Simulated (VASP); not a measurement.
Here is the system:

```
AgW2
1.0
   -1.73575     1.73575     4.24833
    1.73575    -1.73575     4.24833
    1.73575     1.73575    -4.24833
Ag W
1 2
Direct
  0.00000   0.00000   0.00000
  0.33530   0.33530   0.00000
  0.66470   0.66470   0.00000
```

Calculation: PBE GGA, VASP's PBE PAW potentials (set 64) (plane waves; VASP). Settings: 300 eV cut-off, 7×7×7 Γ-centred mesh, Fermi-Dirac smearing of 0.10 eV, potentials Ag W_sv.

At this cut-off the stress carries a Pulay error, which pulls relaxed volumes low.

Question: Which forces act on the atoms, in eV/Å?

Answer: 
```tsv
atom	Fx	Fy	Fz
Ag1	0.000	0.000	0.000
W2	0.000	0.000	-1.366
W3	0.000	0.000	1.366
```

Question: Give the stress tensor in GPa (positive for a compressed cell).

Answer: 
```
-8.06   0.00   0.00
 0.00  -8.06   0.00
 0.00   0.00  -2.71
```
The pressure is its mean diagonal, -6.28 GPa.

The structure was generated: AgW2 was put into an ordered model structure, which need not be its known phase. The cell was not relaxed at this level. The k-mesh is coarse (spacing up to 0.37 per Å, 2π included), so the numbers may not be converged in it. The electron count is odd and the run is not spin-polarised, which forces a metal.
